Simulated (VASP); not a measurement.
Here is a VASP 6.6.1 calculation.

Contents of INCAR:

```
SYSTEM = BN
ALGO = Fast ; EDIFF = 1E-7
ENCUT = 520 ; GGA = PE
ISIF = 2 ; ISMEAR = 0
LASPH = .TRUE. ; LCHARG = .FALSE.
LREAL = .FALSE. ; LWAVE = .FALSE.
NELM = 80 ; PREC = Accurate
SIGMA = 0.02
```

File KPOINTS:

```
k-points
0
G
  20 20 20
  0 0 0
```

File POSCAR:

```
BN                                      
1.0
    0.0000000000      1.7944039400      1.7944039400
    1.7944039400      0.0000000000      1.7944039400
    1.7944039400      1.7944039400      0.0000000000
  B               N             
     1     1
Direct
     0.0000000000000000    0.0000000000000000    0.0000000000000000
     0.2500000000000000    0.2500000000000000    0.2500000000000000
```

Potentials or basis: VASP PAW PBE potentials, release 64 (B, N).

The run is started by

```bash
$ cat potpaw_PBE.64/B/POTCAR potpaw_PBE.64/N/POTCAR > POTCAR
$ mpirun -np 1 vasp_std > vasp.out
```

(1) Predict the band gap on the k mesh.

(2) Predict the pressure.

Answers

(1) 4.48 eV, indirect (least direct gap 8.92 eV).

(2) 12.0 GPa.
